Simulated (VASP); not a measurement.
All values below come from PW91 GGA, VASP's PBE PAW potentials (set 64) (plane waves; VASP 6.6.1).

The input files of a VASP run:

### POSCAR
```
Tc
1.0
  1.3903290859  -2.4081210194   0.0000000000
  1.3903290859   2.4081210194   0.0000000000
  0.0000000000   0.0000000000   4.4481673646
Tc
2
Direct
  0.3333330000   0.6666670000   0.2500000000
  0.6666670000   0.3333330000   0.7500000000
```

KPOINTS:
```
Automatic mesh
0
Gamma
15 15 8
0 0 0
```

INCAR:
```
SYSTEM = Tc
PREC = Accurate; ENCUT = 520; LREAL = .False.
LASPH = .True.
EDIFF = 1E-7; NELM = 100; ALGO = Normal
LMAXMIX = 4
ISMEAR = 1; SIGMA = 0.1
GGA = 91
IBRION = 2; NSW = 30; ISIF = 4
EDIFFG = -0.01
LWAVE = .False.; LCHARG = .False.
```

POTCAR, in this order: Tc_pv (PBE.64 set). Program: vasp_std.

Output of the run:

**OSZICAR**
```
       N       E                     dE             d eps       ncg     rms          rms(c)
DAV:   1     0.312592889576E+03    0.31259E+03   -0.16734E+04  4630   0.160E+03
DAV:   2    -0.139914944941E+02   -0.32658E+03   -0.32340E+03  5018   0.453E+02
DAV:   3    -0.220578702598E+02   -0.80664E+01   -0.78939E+01  5621   0.815E+01
DAV:   4    -0.221421627793E+02   -0.84293E-01   -0.82846E-01  5040   0.796E+00
DAV:   5    -0.221429062165E+02   -0.74344E-03   -0.74332E-03  5146   0.730E-01    0.223E+01
DAV:   6    -0.207582157942E+02    0.13847E+01   -0.36306E+00  4931   0.184E+01    0.630E+00
DAV:   7    -0.206249076177E+02    0.13331E+00   -0.53545E-01  5249   0.634E+00    0.843E-01
DAV:   8    -0.206160726685E+02    0.88349E-02   -0.90847E-03  4741   0.100E+00    0.180E-01
DAV:   9    -0.206161444577E+02   -0.71789E-04   -0.35822E-04  5547   0.163E-01    0.210E-02
DAV:  10    -0.206161444560E+02    0.17258E-08   -0.20389E-05  4913   0.381E-02    0.124E-02
DAV:  11    -0.206161438407E+02    0.61535E-06   -0.25035E-06  4824   0.161E-02    0.345E-03
DAV:  12    -0.206161431287E+02    0.71198E-06   -0.27156E-07  4471   0.441E-03    0.635E-04
DAV:  13    -0.206161431035E+02    0.25164E-07   -0.14018E-08  2330   0.987E-04
   1 F= -.20616143E+02 E0= -.20616547E+02  d E =-.206161E+02
       N       E                     dE             d eps       ncg     rms          rms(c)
DAV:   1    -0.206187657609E+02   -0.26226E-02   -0.11981E-01  4598   0.298E+00    0.292E-01
DAV:   2    -0.206166887232E+02    0.20770E-02   -0.35197E-03  5039   0.511E-01    0.126E-01
DAV:   3    -0.206162330697E+02    0.45565E-03   -0.16178E-03  5512   0.278E-01    0.171E-02
DAV:   4    -0.206162351247E+02   -0.20549E-05   -0.31673E-05  4660   0.584E-02    0.510E-03
DAV:   5    -0.206162348264E+02    0.29826E-06   -0.15755E-06  5124   0.809E-03    0.177E-03
DAV:   6    -0.206162348664E+02   -0.40031E-07   -0.11061E-07  2541   0.263E-03
   2 F= -.20616235E+02 E0= -.20616637E+02  d E =-.917629E-04
       N       E                     dE             d eps       ncg     rms          rms(c)
DAV:   1    -0.206165488309E+02   -0.31400E-03   -0.13420E-02  4598   0.999E-01    0.974E-02
DAV:   2    -0.206163168461E+02    0.23198E-03   -0.39429E-04  4999   0.170E-01    0.422E-02
DAV:   3    -0.206162652543E+02    0.51592E-04   -0.18562E-04  5520   0.936E-02    0.575E-03
DAV:   4    -0.206162656085E+02   -0.35418E-06   -0.37632E-06  4670   0.201E-02    0.182E-03
DAV:   5    -0.206162655675E+02    0.40940E-07   -0.19867E-07  3306   0.298E-03
   3 F= -.20616266E+02 E0= -.20616673E+02  d E =-.122464E-03
```

### OUTCAR
```
------------------------ aborting loop because EDIFF is reached ----------------------------------------
  FORCE on cell =-STRESS in cart. coord.  units (eV):
  Direction    XX          YY          ZZ          XY          YZ          ZX
  --------------------------------------------------------------------------------------
  Total       -1.5207019     -1.5207024     -1.5185734      0.0000000     -0.0000000     -0.0000000
  in kB      -81.7989348    -81.7989609    -81.6844397      0.0000000     -0.0000000     -0.0000000
  external PRESSURE =     -81.7607785 kB  Pullay stress =       0.0000000 kB
  volume of cell :       29.79
      direct lattice vectors                 reciprocal lattice vectors
     1.391456907 -2.410074445  0.000000000     0.359335598 -0.207462471  0.000000000
     1.391456907  2.410074445 -0.000000000     0.359335598  0.207462471  0.000000000
    -0.000000000  0.000000000  4.440959550     0.000000000  0.000000000  0.225176561
 POSITION                                       TOTAL-FORCE (eV/Angst)
 -----------------------------------------------------------------------------------
      1.39146      0.80336      1.11024         0.000000      0.000000      0.000000
      1.39146     -0.80336      3.33072        -0.000000     -0.000000      0.000000
 -----------------------------------------------------------------------------------
    total drift:                                0.000030      0.000637     -0.000044
  FREE ENERGIE OF THE ION-ELECTRON SYSTEM (eV)
  ---------------------------------------------------
  free  energy   TOTEN  =       -20.6162655675 eV

  energy  without entropy=      -20.6174867131  energy(sigma->0) =      -20.61667262

 reached required accuracy - stopping structural energy minimisation
```
(Selected blocks of OUTCAR.)

### CONTCAR
```
Tc
   1.00000000000000
     1.3914569074305589   -2.4100744448769618    0.0000000000000000
     1.3914569074305589    2.4100744448769618   -0.0000000000000000
    -0.0000000000000000    0.0000000000000000    4.4409595504454815
  Tc
     2
Direct
     0.3333330000000032    0.6666669999999968    0.2500000000000000
     0.6666669999999968    0.3333330000000032    0.7500000000000000
```

The compound is Tc in the hcp structure. This cell is one point of a volume scan, at 1.03 of the reference volume. Symmetry was kept, so distortions that lower it aren't found.
